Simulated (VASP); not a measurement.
Energy against volume of Pd (fcc). Calculation: optB86b-vdW, VASP's PBE PAW potentials (set 64) (plane waves; VASP). Settings: 520 eV cut-off, 16×16×16 Γ-centred mesh, first-order Methfessel-Paxton smearing of 0.10 eV, potentials Pd.

| V (Å³/atom) | E (eV/atom) |
|---|---|
| 14.449 | -2.42920 |
| 14.896 | -2.43743 |
| 15.343 | -2.42984 |
| 15.789 | -2.40925 |

Question: Fit these four points and predict the energy of the run at 14.002 Å³/atom.

Answer: A cubic in V^(−2/3), the third-order Birch-Murnaghan form, passes through the four points with V0 = 14.89 Å³/atom and B0 = 189 GPa, and gives -2.4018 eV/atom there. The run gave -2.4018 eV/atom, +0.0 meV/atom from the fit; all five points give B0 = 189 GPa.

The compound is Pd in the fcc structure. It was relaxed first.
